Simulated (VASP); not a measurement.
Energy against volume of Fe (bcc). Method: rev-vdW-DF2, VASP's PBE PAW potentials (set 64) (plane waves; VASP).

| V (Å³/atom) | E (eV/atom) |
|---|---|
| 10.369 | -6.13021 |
| 10.700 | -6.15378 |
| 11.031 | -6.16166 |
| 11.361 | -6.15674 |
| 11.692 | -6.14006 |

**Question.** Fit a third-order Birch-Murnaghan equation of state.

**Answer.** 
```
Quantity                                          Value
---------------------------------------  --------------
volume per atom                          11.06 Å^3/atom
bulk modulus                                    211 GPa
pressure derivative of the bulk modulus            4.00
lattice constant a                              2.807 Å
```

Measured: bulk modulus 174 GPa at 0 K (computed value off by +21.3 %), as given by H. Levämäki et al., Physical Review B (2014), arXiv:1402.3671 [corrected for temperature and zero-point phonon effects]; a 2.853 Å at 0 K (computed value off by -1.6 %), as given by Daniel Mejia-Rodriguez et al., Physical Review B (2018), arXiv:1807.09216 [static lattice: zero-point anharmonic expansion removed].

The compound is Fe in the bcc structure. It was relaxed first, which changed the volume by -6 %.
